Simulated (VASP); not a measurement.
Mg:

```
Mg
1.0
     3.20927    0.00000    0.00000
    -1.60464    2.77931    0.00000
     0.00000    0.00000    5.21033
Mg
2
Direct
  0.33333 0.66667 0.25000
  0.66667 0.33333 0.75000
```

- Program: VASP 6.6.1
- Task: relaxation of cell and atoms
- Functional: PBEsol
- Potentials or basis: VASP PAW PBE potentials, release 64 (Mg)
- Cutoff: 600 eV
- k mesh: 15 × 15 × 8
- Occupations: gaussian, width 0.1 eV
- Spin: no spin polarisation

At the start: pressure -1.2 GPa; volume 23.24 Å³/atom.

Question: Where does the relaxation end?

Answer: Over 6 steps the energy falls by 3.4 meV/atom and the volume is 22.46 Å³/atom (-3.4 %); space group P6_3/mmc (No. 194, to 0.05 Å).

Step by step:
```
step  energy change (eV)  largest force (eV/Å)  pressure (GPa)  volume (Å³)
   1              0.0000                0.0000           -1.19        46.47
   2             -0.0061                0.0000           -0.32        45.33
   3             -0.0066                0.0000            0.04        44.89
   4             -0.0066                0.0000            0.07        44.86
   5             -0.0067                0.0000            0.05        44.89
   6             -0.0068                0.0000            0.03        44.91
```

Final structure:
```cif
data_structure
_symmetry_space_group_name_H-M 'P 1'
_symmetry_Int_Tables_number 1
_cell_length_a 3.1873
_cell_length_b 3.1873
_cell_length_c 5.1053
_cell_angle_alpha 90.000
_cell_angle_beta 90.000
_cell_angle_gamma 120.000
_cell_volume 44.91
loop_
_atom_site_label
_atom_site_type_symbol
_atom_site_fract_x
_atom_site_fract_y
_atom_site_fract_z
_atom_site_occupancy
Mg1 Mg 0.33333 0.66667 0.25000 1
Mg2 Mg 0.66667 0.33333 0.75000 1
```

Caveat: the PAW data sets were made with another functional, which shifts forces and pressure a little.
